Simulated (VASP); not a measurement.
PbS (space group Fm-3m): the band gap from VASP (plane waves, PAW) at several levels of theory. Gaps are without spin-orbit coupling. Each level names its cell: its own relaxed one, PBE's, or the starting one. A gap is the smallest over the k-mesh and a band path; hybrids may have named points in place of the path, and GW has the mesh alone.

```csv
level,band gap (eV)
r2SCAN (own cell),0.70
HSE06 (PBE cell),0.95
```

The cell of the r2SCAN (own cell) run:

Space group Fm-3m (No. 225); a = b = c = 5.972 Å, α = β = γ = 90.00°

```
atom  site  symmetry       x       y       z
----  ----  --------  ------  ------  ------
Pb      4a      m-3m  0.0000  0.0000  0.0000
S       4b      m-3m  0.5000  0.5000  0.5000
```
(The calculation used a cell of 2 atoms; values per cell refer to that cell.)

Only levels that ran to the end are used. Left out are those held back, those with too coarse a band path, GW runs whose mesh misses a band edge, hybrids' fits of cells that aren't cubic and levels without matching references; a question may draw on a part of the rest.

The structure comes from a measured PbS entry (Fm-3m) of the Crystallography Open Database, whose conditions weren't checked.
